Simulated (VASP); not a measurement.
A convergence study with VASP on Hf (space group P6_3/mmc): one setting is varied, all else stays as given below, so the limit is that of these other settings.

```yaml
crystal:
  lattice:
    - [1.60298, -2.77643, 0.00000]
    - [1.60298, 2.77643, 0.00000]
    - [0.00000, 0.00000, 5.07525]
  atoms:
    - { symbol: Hf, position: [0.33333, 0.66667, 0.25000] }
    - { symbol: Hf, position: [0.66667, 0.33333, 0.75000] }
```

Level of theory: PBE GGA, VASP's PBE PAW potentials (set 64) (plane waves; VASP). The tightest run used: 300 eV cut-off, 14×14×8 Γ-centred mesh, Fermi-Dirac smearing of 0.10 eV, potentials Hf_pv.

Problem. The settings run are 3×3×2 mesh; 4×4×2 mesh; 5×5×3 mesh; 6×6×4 mesh; 7×7×4 mesh; 9×9×5 mesh; 11×11×6 mesh; 14×14×8 mesh. From which on does the highest Γ mode stay within 5 cm⁻¹ of the tightest run?

Solution. From 7×7×4 mesh on: it is off by 2.9 there and by no more than 5 in any finer run, while 6×6×4 mesh is off by 12.4.
```tsv
setting	highest Γ mode (cm⁻¹)	irreducible k-points	difference judged (cm⁻¹)
3×3×2 mesh	105.1	6	6.3
4×4×2 mesh	136.0	8	37.3
5×5×3 mesh	108.8	10	10.1
6×6×4 mesh	111.2	21	12.4
7×7×4 mesh	101.7	24	2.9
9×9×5 mesh	100.3	36	1.5
11×11×6 mesh	98.1	64	0.7
14×14×8 mesh	98.8	120	0.0
```

Left out are rungs that failed or repeat a setting and relaxations that didn't move; long series are thinned to 24 rows.

The structure is a typed Hf crystal (space group no. 194). The cell was not relaxed at this level.
